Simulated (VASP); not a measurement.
# What spin-orbit coupling changes in Si2W, part 2 of 4

What does spin-orbit coupling change in Si2W, and what does it cost? All runs use PBEsol. Left out of this account: 1 further run (fields: a reference on another mesh). The start is a cell from a database of measured crystal structures.

VASP 6.6.1, plane waves and PAW; the level of theory is named at each step.

So far. Step 2 (Bands along the symmetry lines (PBEsol)): There is no gap at this level.

**3. Bands along the symmetry lines (PBEsol + SOC)**

This step: PBEsol, spin-orbit coupling; plane waves and PAW (Si, W) (VASP 6.6.1).

The mesh alone shows little of the dispersion and can miss band extrema, so KPOINTS_OPT adds a path through the symmetry points after the self-consistent cycle. Spin-orbit coupling needs spinors and the noncollinear program, where each band holds one electron.

File INCAR:

```
SYSTEM = Si2W
PREC = Accurate
ENCUT = 400
EDIFF = 1E-06
NELM = 100
ISMEAR = -1
SIGMA = 0.05
LREAL = .FALSE.
ALGO = Normal
GGA = PS
LNONCOLLINEAR = .TRUE.
MAGMOM = 0 0 0 0 0 0 0 0 0
NBANDS = 26
GGA_COMPAT = .FALSE.
LASPH = .TRUE.
LSORBIT = .TRUE.
LMAXMIX = 4
LORBIT = 11
LWAVE = .FALSE.
LCHARG = .FALSE.
KPAR = 4
```

File POSCAR:

```
Si2W
1.0
    0.0000000000     -3.2138000000      0.0000000000
   -3.2138000000      0.0000000000      0.0000000000
    1.6069000000     -1.6069000000     -3.9149500000
Si W
2 1
Direct
    0.3347000000      0.6653000000      0.3306000000
    0.6653000000      0.3347000000      0.6694000000
    0.0000000000      0.0000000000      0.0000000000
```

File KPOINTS:

```
Automatic mesh
0
Gamma
9 9 9
0 0 0
```

File KPOINTS_OPT:

```
Line mode
16
Line-mode
Reciprocal
  0.00000000   0.00000000   0.00000000 GAMMA
  0.50000000  -0.50000000   0.50000000 X

  0.50000000  -0.50000000   0.50000000 X
  0.58423552  -0.41576448   0.50000000 Y

  0.58423552  -0.41576448   0.50000000 Y
  0.58423552   0.00000000   0.29211776 S

  0.58423552   0.00000000   0.29211776 S
  0.00000000   0.00000000   0.00000000 GAMMA

  0.00000000   0.00000000   0.00000000 GAMMA
  0.00000000   0.00000000  -0.50000000 Z

  0.00000000   0.00000000  -0.50000000 Z
  0.41576448   0.00000000  -0.29211776 S1

  0.41576448   0.00000000  -0.29211776 S1
  0.50000000   0.00000000   0.00000000 N

  0.50000000   0.00000000   0.00000000 N
  0.50000000  -0.50000000   0.25000000 P

  0.50000000  -0.50000000   0.25000000 P
  0.41576448  -0.41576448  -0.08423552 Y1

  0.41576448  -0.41576448  -0.08423552 Y1
  0.00000000   0.00000000  -0.50000000 Z

  0.50000000  -0.50000000   0.50000000 X
  0.50000000  -0.50000000   0.25000000 P
```

PAW data sets: Si and W (PBE family, release 64).

On the command line:

```bash
mpirun -np 4 vasp_ncl
```

What it wrote:

```text
[banner, memory and clock lines left out]
running    4 mpi-ranks, on    1 nodes
 distrk:  each k-point on    1 cores,    4 groups
 distr:  one band on    1 cores,    1 groups

 POSCAR found type information on POSCAR SiW
 POSCAR found :  2 types and       3 ions
 [... a notice as in an earlier step ...]

 LDA part: xc-table for (Slater+PW92), standard interpolation
 POSCAR, INCAR and KPOINTS ok, starting setup
 FFT: planning ... GRIDC
 FFT: planning ... GRID_SOFT
 FFT: planning ... GRID
 WAVECAR not read
 entering main loop
       N       E                     dE             d eps       ncg     rms          rms(c)
DAV:   1     0.216784033359E+02    0.21678E+02   -0.49354E+03  3996   0.758E+02
DAV:   2    -0.253772914350E+02   -0.47056E+02   -0.43592E+02  4854   0.179E+02
DAV:   3    -0.277270747959E+02   -0.23498E+01   -0.22732E+01  5316   0.338E+01
DAV:   4    -0.277653442274E+02   -0.38269E-01   -0.38125E-01  4980   0.456E+00
DAV:   5    -0.277660171178E+02   -0.67289E-03   -0.67246E-03  5288   0.529E-01    0.265E+01
DAV:   6    -0.270301571949E+02    0.73586E+00   -0.18194E+00  5464   0.902E+00    0.110E+01
DAV:   7    -0.269116336296E+02    0.11852E+00   -0.22484E-01  4480   0.347E+00    0.602E+00
DAV:   8    -0.268865350462E+02    0.25099E-01   -0.34068E-02  4876   0.128E+00    0.127E+00
DAV:   9    -0.268860359880E+02    0.49906E-03   -0.20487E-03  5228   0.331E-01    0.364E-01
DAV:  10    -0.268858533756E+02    0.18261E-03   -0.55447E-04  4664   0.162E-01    0.191E-01
DAV:  11    -0.268858596222E+02   -0.62466E-05   -0.96026E-05  4640   0.662E-02    0.379E-02
DAV:  12    -0.268858529907E+02    0.66315E-05   -0.85951E-06  4522   0.199E-02    0.112E-02
DAV:  13    -0.268858530951E+02   -0.10440E-06   -0.88643E-07  3222   0.635E-03
   1 F= -.26885853E+02 E0= -.26884482E+02  d E =-.274239E-02  mag=     0.0000     0.0000    -0.0000
 Start KPOINTS_OPT (optional k-point list driver)
k-point batch [1-75\176]
       N       E                     dE             ncg
DAV:   1     0.929508203206E+04   -0.14175E+05     3980
DAV:   2     0.573731994844E+04   -0.35578E+04     4904
DAV:   3     0.555315585595E+04   -0.18416E+03     5240
DAV:   4     0.555001406106E+04   -0.31418E+01     4814
DAV:   5     0.554995584262E+04   -0.58218E-01     5278
DAV:   6     0.554995480237E+04   -0.10403E-02     5040
DAV:   7     0.554995478275E+04   -0.19617E-04     4852
DAV:   8     0.554995478232E+04   -0.43299E-06     3756
[...]
k-point batch [151-176\176]
       N       E                     dE             ncg
DAV:   1     0.263482629811E+05   -0.83704E+04     1392
DAV:   2     0.251835519115E+05   -0.11647E+04     1682
DAV:   3     0.251295808967E+05   -0.53971E+02     1796
DAV:   4     0.251287406732E+05   -0.84022E+00     1604
DAV:   5     0.251287244538E+05   -0.16219E-01     1638
DAV:   6     0.251287238647E+05   -0.58917E-03     1724
DAV:   7     0.251287238527E+05   -0.12025E-04     1468
DAV:   8     0.251287238522E+05   -0.42241E-06     1322
```

Run time: 62 s. Hardware: 4 MPI ranks of AMD EPYC 7R43, shared host; peak memory 1.1 GiB; 4 min of CPU time.

OUTCAR, selected parts (step 3):

```text
The static configuration has the point symmetry D_4h.

 Found     75 irreducible k-points:

   k-points           NKPTS =     75   k-points in BZ     NKDIM =     75   number of bands    NBANDS=     26

   NELECT =      14.0000    total number of electrons

 E-fermi :  10.3725

 k-point     1 :       0.0000    0.0000    0.0000
  band No.  band energies     occupation
    ...
      8       7.0494      1.00000
      9       7.5265      1.00000
     10       7.5265      1.00000
     11       7.6852      1.00000
     12       7.6852      1.00000
     13      11.0526      0.00000
     14      11.0526      0.00000
     15      12.9675      0.00000
     16      12.9675      0.00000
     17      13.3926      0.00000
    ...

 k-point     2 :       0.1111    0.0000    0.0000
  band No.  band energies     occupation
    ...
     10       7.7268      1.00000
     11       7.8527      1.00000
     12       7.8527      1.00000
     13      10.2624      0.90038
     14      10.2624      0.90038
     15      12.4843      0.00000
     16      12.4843      0.00000
     17      13.0039      0.00000
     18      13.0039      0.00000
     19      14.0240      0.00000
    ...

  Total       -0.5897033     -0.5897033     -0.5617118      0.0000000      0.0000000      0.0000000
  in kB      -23.3657782    -23.3657782    -22.2566715      0.0000000      0.0000000      0.0000000
  external PRESSURE =     -22.9960760 kB  Pullay stress =       0.0000000 kB

 POSITION                                       TOTAL-FORCE (eV/Angst)
 -----------------------------------------------------------------------------------
     -1.60690     -1.60690     -1.29428        -0.000000      0.000000      0.008546
      0.00000     -3.21380     -2.62067         0.000000     -0.000000     -0.008546
      0.00000      0.00000      0.00000         0.000000     -0.000000      0.000000
 -----------------------------------------------------------------------------------
    total drift:                                0.000000      0.000000     -0.000000

  FREE ENERGIE OF THE ION-ELECTRON SYSTEM (eV)
  ---------------------------------------------------
  free  energy   TOTEN  =       -26.8858530951 eV

  energy  without entropy=      -26.8831107101  energy(sigma->0) =      -26.88448190

 Spin-Orbit-Coupling matrix elements
 Ion:    1  E_soc:     -0.0011056
 Ion:    2  E_soc:     -0.0011056
 Ion:    3  E_soc:     -0.3332546

 total charge
# of ion       s       p       d       tot
------------------------------------------
    1        0.737   0.889   0.000   1.625
    2        0.737   0.889   0.000   1.625
    3        0.557   0.681   4.509   5.747
--------------------------------------------------
tot          2.031   2.458   4.509   8.998

 magnetization (x)
# of ion       s       p       d       tot
------------------------------------------
    1        0.000  -0.000   0.000  -0.000
    2        0.000  -0.000   0.000  -0.000
    3        0.000   0.000  -0.000  -0.000
--------------------------------------------------
tot          0.000  -0.000  -0.000  -0.000

 magnetization (y)
# of ion       s       p       d       tot
------------------------------------------
    1       -0.000  -0.000   0.000  -0.000
    2       -0.000  -0.000   0.000  -0.000
    3        0.000   0.000  -0.000  -0.000
--------------------------------------------------
tot         -0.000  -0.000  -0.000  -0.000

 magnetization (z)
# of ion       s       p       d       tot
------------------------------------------
    1        0.000   0.000   0.000   0.000
    2        0.000   0.000   0.000   0.000
    3        0.000  -0.000   0.000   0.000
--------------------------------------------------
tot          0.000  -0.000   0.000   0.000

[... 7 parts as in an earlier step ...]

[... 5 further parts left out ...]
```

At this level the cell is under a tension of 2.3 GPa, so at these settings it is away from equilibrium.

Numbers from this step:

| Property | Result |
| --- | --- |
| SCF cycles | 13 |
| bands | 26 |
| free energy (TOTEN) | -26.89 eV |
| energy at zero smearing | -26.88 eV |
| Fermi energy | 10.37 eV |
| pressure | -2.300 GPa |

On-site spin-orbit energy by atom:

| atom | on-site spin-orbit energy (eV) |
| --- | --- |
| Si1 | -0.001 |
| Si2 | -0.001 |
| W3 | -0.333 |

Electronic bands along the path, in eV, zero at the Fermi level; # counts the bands kept, so #1 is VASP's band 3:

| point | #9 | #10 | #11 | #12 | #13 | #14 | #15 | #16 |
| --- | --- | --- | --- | --- | --- | --- | --- | --- |
| Γ | -2.69 | -2.69 | 0.68 | 0.68 | 2.60 | 2.60 | 3.02 | 3.02 |
| 0.53 of the way | -2.69 | -2.69 | -2.00 | -2.00 | 2.80 | 2.80 | 3.34 | 3.34 |
| X | -3.20 | -3.20 | -1.75 | -1.75 | 2.90 | 2.90 | 2.92 | 2.92 |
| 0.47 of the way | -3.17 | -3.17 | -1.90 | -1.90 | 2.53 | 2.53 | 2.76 | 2.76 |
| Y | -3.06 | -3.06 | -2.28 | -2.28 | 1.99 | 1.99 | 2.24 | 2.24 |
| 0.47 of the way | -2.68 | -2.68 | -1.57 | -1.57 | 1.46 | 1.46 | 1.98 | 1.98 |
| S | -2.41 | -2.41 | -0.25 | -0.25 | 1.85 | 1.85 | 2.58 | 2.58 |
| 0.47 of the way | -1.99 | -1.99 | -1.76 | -1.76 | 1.64 | 1.64 | 2.43 | 2.43 |
| Γ | -2.69 | -2.69 | 0.68 | 0.68 | 2.60 | 2.60 | 3.02 | 3.02 |
| 0.47 of the way | -2.19 | -2.19 | 0.75 | 0.75 | 1.53 | 1.53 | 1.72 | 1.72 |
| Z | -0.64 | -0.64 | -0.55 | -0.55 | -0.34 | -0.34 | 0.88 | 0.88 |
| 0.47 of the way | -1.31 | -1.31 | -0.25 | -0.25 | 0.09 | 0.09 | 1.68 | 1.68 |
| S1 | -2.41 | -2.41 | -0.25 | -0.25 | 1.85 | 1.85 | 2.58 | 2.58 |
| 0.47 of the way | -2.62 | -2.62 | -0.35 | -0.35 | 2.42 | 2.42 | 3.03 | 3.03 |
| N | -2.67 | -2.67 | -0.36 | -0.36 | 2.71 | 2.71 | 2.89 | 2.89 |
| 0.53 of the way | -2.26 | -2.26 | -2.02 | -2.02 | 0.40 | 0.40 | 2.68 | 2.68 |
| P | -2.48 | -2.48 | -2.25 | -2.25 | 0.18 | 0.18 | 2.94 | 2.94 |
| 0.47 of the way | -2.89 | -2.89 | -2.08 | -2.08 | 1.14 | 1.14 | 2.73 | 2.73 |
| Y1 | -3.06 | -3.06 | -2.28 | -2.28 | 1.99 | 1.99 | 2.24 | 2.24 |
| 0.47 of the way | -1.81 | -1.81 | -0.66 | -0.66 | 0.22 | 0.22 | 1.89 | 1.89 |
| Z | -0.64 | -0.64 | -0.55 | -0.55 | -0.34 | -0.34 | 0.88 | 0.88 |
| jump to X | -3.20 | -3.20 | -1.75 | -1.75 | 2.90 | 2.90 | 2.92 | 2.92 |
| 0.47 of the way | -2.97 | -2.97 | -1.90 | -1.90 | 1.41 | 1.41 | 2.94 | 2.94 |
| P | -2.48 | -2.48 | -2.25 | -2.25 | 0.18 | 0.18 | 2.94 | 2.94 |

Of the projections kept (Si, W), the largest for each band there; the rest of the weight can lie on other orbitals:

| point | #9 | #10 | #11 | #12 | #13 | #14 | #15 | #16 |
| --- | --- | --- | --- | --- | --- | --- | --- | --- |
| Γ | W 0.69 | W 0.69 | W 1.00 | W 1.00 | Si 0.66 | Si 0.66 | - | - |
| X | W 0.86 | W 0.86 | W 0.64 | W 0.64 | Si 0.72 | Si 0.72 | W 0.99 | W 0.99 |
| Y | W 0.86 | W 0.86 | W 0.73 | W 0.73 | W 0.66 | W 0.66 | W 0.84 | W 0.84 |
| S | W 0.74 | W 0.74 | W 0.99 | W 0.99 | W 0.91 | W 0.91 | W 0.91 | W 0.91 |
| Γ | W 0.69 | W 0.69 | W 1.00 | W 1.00 | Si 0.66 | Si 0.66 | - | - |
| Z | Si 0.81 | Si 0.81 | W 0.93 | W 0.93 | W 0.93 | W 0.93 | W 1.00 | W 1.00 |

There is no gap at this level. Without the coupling there was no gap either. The run took 3.1 times the core time, with 26 spinor bands against 20.

**4. Total and projected DOS (PBEsol)**

This step: PBEsol; plane waves and PAW (Si, W) (VASP 6.6.1).

Here the states are counted by energy and projected on the atoms.

File INCAR:

```
SYSTEM = Si2W
PREC = Accurate
ENCUT = 400
EDIFF = 1E-06
NELM = 100
ISMEAR = -5
SIGMA = 0.05
LREAL = .FALSE.
ALGO = Normal
GGA = PS
NBANDS = 20
LASPH = .TRUE.
LORBIT = 11
LWAVE = .FALSE.
LCHARG = .FALSE.
KPAR = 4
NEDOS = 2001
```

POSCAR is that of step 3.

KPOINTS is that of step 3.

On the command line:

```bash
mpirun -np 4 vasp_std
```

What it wrote:

```text
[... set-up lines as in an earlier step ...]
 entering main loop
       N       E                     dE             d eps       ncg     rms          rms(c)
DAV:   1     0.141006598736E+02    0.14101E+02   -0.47016E+03  3032   0.487E+02
DAV:   2    -0.262123377960E+02   -0.40313E+02   -0.37142E+02  3616   0.121E+02
DAV:   3    -0.276115073157E+02   -0.13992E+01   -0.13823E+01  3820   0.177E+01
DAV:   4    -0.276187295117E+02   -0.72222E-02   -0.72222E-02  3540   0.166E+00
DAV:   5    -0.276187816329E+02   -0.52121E-04   -0.52144E-04  3792   0.132E-01    0.264E+01
DAV:   6    -0.268650462976E+02    0.75374E+00   -0.97649E-01  4316   0.588E+00    0.109E+01
DAV:   7    -0.267454444589E+02    0.11960E+00   -0.17459E-01  3280   0.214E+00    0.564E+00
DAV:   8    -0.267213484621E+02    0.24096E-01   -0.36025E-02  3532   0.101E+00    0.624E-01
DAV:   9    -0.267209310508E+02    0.41741E-03   -0.16510E-03  3316   0.221E-01    0.387E-01
DAV:  10    -0.267208891865E+02    0.41864E-04   -0.20048E-04  3624   0.641E-02    0.971E-02
DAV:  11    -0.267208604613E+02    0.28725E-04   -0.47639E-05  3380   0.340E-02    0.262E-02
DAV:  12    -0.267208659950E+02   -0.55338E-05   -0.20294E-06  3504   0.812E-03    0.845E-03
DAV:  13    -0.267208643723E+02    0.16227E-05   -0.14927E-07  1820   0.235E-03    0.160E-03
DAV:  14    -0.267208643297E+02    0.42631E-07   -0.16411E-08  1768   0.831E-04
   1 F= -.26720864E+02 E0= -.26720864E+02  d E =0.000000E+00
 -----------------------------------------------------------------------------
|                                                                             |
|           W    W    AA    RRRRR   N    N  II  N    N   GGGG   !!!           |
|           W    W   A  A   R    R  NN   N  II  NN   N  G    G  !!!           |
|           W    W  A    A  R    R  N N  N  II  N N  N  G       !!!           |
|           W WW W  AAAAAA  RRRRR   N  N N  II  N  N N  G  GGG   !            |
|           WW  WW  A    A  R   R   N   NN  II  N   NN  G    G                |
|           W    W  A    A  R    R  N    N  II  N    N   GGGG   !!!           |
|                                                                             |
|     Tetrahedron method does not include variations of the Fermi             |
|     occupations, so forces and stress will be inaccurate. We suggest        |
|     using a different smearing scheme ISMEAR = 1 or 2 for metals in         |
|     relaxations.                                                            |
|                                                                             |
 -----------------------------------------------------------------------------
```

Elapsed: 12 s, on 4 MPI ranks; peak memory 0.56 GiB; 45 s of CPU time.

OUTCAR, selected parts (step 4):

```text
The static configuration has the point symmetry D_4h.

 Found     75 irreducible k-points:

   NELECT =      14.0000    total number of electrons

 E-fermi :  10.4472

 k-point     1 :       0.0000    0.0000    0.0000
  band No.  band energies     occupation
    ...
      2       3.5854      2.00000
      3       6.7148      2.00000
      4       7.0844      2.00000
      5       7.5984      2.00000
      6       7.5984      2.00000
      7      11.0389      0.05909
      8      13.2194      0.00000
      9      13.3930      0.00000
     10      13.5672      0.00000
     11      13.5672      0.00000
    ...

 k-point     2 :       0.1111    0.0000    0.0000
  band No.  band energies     occupation
    ...
      3       6.0819      2.00000
      4       7.0734      2.00000
      5       7.7549      2.00000
      6       7.8300      2.00000
      7      10.2634      1.83842
      8      12.5599      0.00000
      9      12.9579      0.00000
     10      14.0412      0.00000
     11      14.4359      0.00000
     12      15.2685      0.00000
    ...

  Total       -0.5766525     -0.5766525     -0.5593290      0.0000000      0.0000000      0.0000000
  in kB      -22.8486654    -22.8486654    -22.1622578      0.0000000      0.0000000      0.0000000
  external PRESSURE =     -22.6198629 kB  Pullay stress =       0.0000000 kB

 POSITION                                       TOTAL-FORCE (eV/Angst)
 -----------------------------------------------------------------------------------
     -1.60690     -1.60690     -1.29428         0.000000     -0.000000      0.038599
      0.00000     -3.21380     -2.62067        -0.000000      0.000000     -0.038599
      0.00000      0.00000      0.00000        -0.000000      0.000000      0.000000
 -----------------------------------------------------------------------------------
    total drift:                               -0.000000      0.000000      0.000000

  FREE ENERGIE OF THE ION-ELECTRON SYSTEM (eV)
  ---------------------------------------------------
  free  energy   TOTEN  =       -26.7208643297 eV

  energy  without entropy=      -26.7208643297  energy(sigma->0) =      -26.72086433

 total charge
# of ion       s       p       d       tot
------------------------------------------
    1        0.736   0.889   0.000   1.625
    2        0.736   0.889   0.000   1.625
    3        0.558   0.673   4.520   5.751
--------------------------------------------------
tot          2.030   2.451   4.520   9.001

[... 8 parts as in an earlier step ...]

[... 5 further parts left out ...]
```

With tetrahedra the forces and stress of a metal are not exact derivatives of the energy.

This step gave:

```
SCF cycles             : 14
bands                  : 20
free energy (TOTEN)    : -26.72 eV
Fermi energy           : 10.45 eV
pressure               : -2.262 GPa
DOS at the Fermi level : 0.1979 states/eV/cell
```

The density of states has structure finer than the step of the table below, so its rows give means over 1 eV, whole bins alone (the curve runs from -12.0 to 5.68 eV). Peaks (eV: height): total -2.6: 5.09, 2.6: 3.03, 3.0: 2.17, 4.4: 3.03; W d -2.6: 2.42, 2.6: 1.48, 3.0: 1.10, 4.3: 1.03; Si p -6.3: 0.363, -4.4: 0.292, -2.6: 0.745, 4.4: 0.444; Si s -9.5: 0.371, -9.2: 0.271, 2.5: 0.253, 4.4: 0.193; W p -6.3: 0.0739, -2.4: 0.441.

States under -12.0 eV and over 5.7 eV are left out. Table of density of states by energy, zero at the Fermi level; means over each step; values in states/eV/cell:

| energy (eV) | total | W d | Si p | Si s | W p | W s |
| --- | --- | --- | --- | --- | --- | --- |
| -11 | 0.569 | 0.0280 | 0.0283 | 0.183 | 0.0298 | 0.0418 |
| -10 | 0.795 | 0.0890 | 0.0439 | 0.252 | 0.0391 | 0.0417 |
| -9 | 0.851 | 0.111 | 0.0655 | 0.243 | 0.0455 | 0.0356 |
| -8 | 0.657 | 0.124 | 0.0699 | 0.156 | 0.0215 | 0.0177 |
| -7 | 0.708 | 0.140 | 0.125 | 0.0699 | 0.0231 | 0.0579 |
| -6 | 1.17 | 0.234 | 0.254 | 0.0357 | 0.0546 | 0.0821 |
| -5 | 0.862 | 0.223 | 0.139 | 0.0749 | 0.0350 | 0.0496 |
| -4 | 1.46 | 0.511 | 0.204 | 0.0882 | 0.0631 | 0.0803 |
| -3 | 2.95 | 1.34 | 0.418 | 0.0823 | 0.166 | 0.0448 |
| -2 | 2.21 | 1.03 | 0.320 | 0.0312 | 0.155 | 0.00897 |
| -1 | 0.885 | 0.573 | 0.0787 | 0.0113 | 0.0139 | 6.9e-4 |
| 0 | 0.316 | 0.203 | 0.0316 | 0.00561 | 0.00596 | 6.4e-4 |
| 1 | 0.888 | 0.393 | 0.114 | 0.0755 | 0.0196 | 0.0108 |
| 2 | 2.06 | 0.955 | 0.212 | 0.163 | 0.0533 | 0.0591 |
| 3 | 2.03 | 0.898 | 0.197 | 0.144 | 0.0509 | 0.114 |
| 4 | 2.07 | 0.727 | 0.259 | 0.121 | 0.0558 | 0.108 |
| 5 | 1.55 | 0.441 | 0.245 | 0.0800 | 0.0765 | 0.0584 |

Of the states within 0.3 eV of the Fermi level, the largest shares in the PAW spheres are W d 63 % and Si p 12 %. The rest lies in smaller channels or between the spheres.

[end of part 2 of 4]

[Lines on the potential files, build, host, timing and source positions are cut from VASP's logs without a mark.]

[Logs are printed without paths, hosts, clocks, repeated set-up lines and the standing remarks that a program may print on its own settings, such as how far it seeks lower states.]

[Hosts, paths, dates, database ids (printed as entryN), source tags and the programs' standing remarks are cut or masked in the printed files.]

[A measured line is paired with the nearest computed mode of its activity, which favours agreement.]
